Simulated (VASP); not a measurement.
# H2CS2: single point with PBE+D3(BJ)

The system is H2CS2.

```
CELL_PARAMETERS angstrom
9.20516 0.00000 0.00000
0.00000 9.20516 0.00000
0.00000 0.00000 9.20516
ATOMIC_POSITIONS crystal
H 0.78926 0.78629 0.50640
H 0.82788 0.77523 0.57707
H 0.43282 0.52518 0.54673
H 0.39790 0.56508 0.60408
H 0.59565 0.49406 0.84132
H 0.65645 0.51473 0.79058
H 0.15529 0.00216 0.70468
H 0.21343 0.06953 0.70063
H 0.61894 0.87913 0.79553
H 0.68821 0.90146 0.83240
H 0.86211 0.08339 0.69209
H 0.88569 0.12558 0.76215
S 0.10558 0.54724 0.31735
S 0.89756 0.44606 0.07205
S 0.33672 0.73081 0.97245
S 0.39780 0.84254 0.28551
S 0.23520 0.17572 0.34571
S 0.21361 0.19007 0.00530
S 0.02390 0.77208 0.78825
S 0.06220 0.44885 0.70059
S 0.69421 0.30042 0.44394
S 0.54024 0.41622 0.16682
S 0.93541 0.85878 0.18795
S 0.71060 0.08435 0.09310
C 0.00610 0.49260 0.18833
C 0.37088 0.78660 0.12580
C 0.22974 0.17725 0.17597
C 0.04865 0.61339 0.74061
C 0.60493 0.36115 0.31706
C 0.83166 0.97927 0.13466
```

The cell was built by a generator and needn't be a form met in nature.

| Quantity | Value |
| --- | --- |
| Program | VASP 6.6.1 |
| Task | single point |
| Functional | PBE |
| Dispersion | D3(BJ) |
| Potentials or basis | VASP PAW PBE potentials, release 64 (H, S, C) |
| Cutoff | 520 eV |
| k mesh | 1 × 1 × 1 |
| Occupations | fermi-dirac, width 0.05 eV |
| Spin | no spin polarisation |
| Dipole correction | no |
| Further INCAR settings | LREAL = Auto; ALGO = Normal; EDIFF = 1e-07; NBANDS = 75 |

```
Pressure                   : 0.0 GPa
Largest force              : 2.446 eV/Å
Band gap on the k mesh     : 3.04 eV, direct
Dispersion energy per atom : -0.077 eV
```

Forces in eV/Å, atoms in the order of the input:
```
H   -0.088  0.009 -0.160
H   -0.011 -0.003  0.031
H    0.520 -0.586 -0.880
H   -0.541  0.605  0.862
H    0.083  0.034 -0.063
H   -0.054 -0.021  0.057
H    1.127  1.283 -0.131
H   -1.012 -1.160  0.026
H    0.006 -0.035 -0.015
H   -0.053 -0.016 -0.028
H    0.263  0.466  0.761
H   -0.263 -0.437 -0.764
S   -0.309 -0.398 -0.823
S   -0.729 -0.479 -1.128
S   -0.031 -0.334 -0.883
S    0.016 -0.387 -0.931
S    0.026 -0.093 -0.504
S    0.287 -0.236  1.189
S   -0.009  0.539  0.141
S    0.056  0.251 -0.006
S    0.259 -0.288  1.036
S    0.024 -0.217  1.390
S    0.763 -0.372  0.087
S   -0.990  1.276 -0.616
C    1.139  0.887  1.960
C    0.230  0.593  1.856
C   -0.383  0.326 -0.588
C   -0.200 -0.956 -0.061
C   -0.413  0.670 -2.315
C    0.287 -0.922  0.501
```

Stress tensor (GPa, compression positive):
```
 0.37 -0.67  0.21
-0.67  0.35  0.00
 0.21  0.00 -0.72
```

Levels at points of the mesh, in eV from the valence-band top:
| k point | band 50 | band 51 | band 52 | band 53 | band 54 | band 55 | band 56 | band 57 | band 58 | band 59 |
| --- | --- | --- | --- | --- | --- | --- | --- | --- | --- | --- |
| (0.00, 0.00, 0.00) | -0.36 | -0.32 | -0.30 | -0.23 | 0.00 | 3.04 | 3.11 | 3.13 | 3.17 | 3.30 |

It took 73 s on 1 thread of Intel(R) Xeon(R) 6975P-C (Granite Rapids), with other jobs on the host, peak memory 0.66 GiB.

A hybrid or GW would open this gap; PBE tends to underestimate it.
